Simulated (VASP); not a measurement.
The cell holds one HfN (rock salt) (110) slab, with vacuum along c, ions free to move until forces fall under 0.03 eV/Å, no reconstruction beyond this cell, dipole correction on.

Given:

```yaml
crystal:
  lattice:
    - [3.17523, 0.00000, 0.00000]
    - [0.00000, 4.49045, 0.00000]
    - [0.00000, 0.00000, 24.42764]
  atoms:
    - { symbol: Hf, position: [0.00000, 0.00000, 0.34134] }
    - { symbol: Hf, position: [0.50000, 0.50000, 0.39916] }
    - { symbol: Hf, position: [0.00000, 0.00000, 0.46639] }
    - { symbol: Hf, position: [0.50000, 0.50000, 0.53361] }
    - { symbol: Hf, position: [0.00000, 0.00000, 0.60084] }
    - { symbol: Hf, position: [0.50000, 0.50000, 0.65866] }
    - { symbol: N, position: [0.50000, 0.00000, 0.40135] }
    - { symbol: N, position: [0.00000, 0.50000, 0.34049] }
    - { symbol: N, position: [0.50000, 0.00000, 0.53229] }
    - { symbol: N, position: [0.00000, 0.50000, 0.46771] }
    - { symbol: N, position: [0.50000, 0.00000, 0.65951] }
    - { symbol: N, position: [0.00000, 0.50000, 0.59865] }
```

All values below come from PBEsol GGA, VASP's PBE PAW potentials (set 64) (plane waves; VASP 6.6.1). Run with 450 eV cut-off, 9×6×1 Γ-centred mesh, first-order Methfessel-Paxton smearing of 0.10 eV, potentials Hf_pv N.

Slab and bulk use different k-meshes, so the surface energy is good to a few per cent at best. Unless said otherwise, spin-orbit coupling is left out, though it shifts the bands of the heavy elements here.

The surface energy is 2.98 J/m² and the work function is 3.46 eV. The band gap (on the k-mesh) comes out as none (metal, semimetal or under 0.01 eV).

The cell is a thin slab with vacuum, built from HfN (rock salt): (110) face.
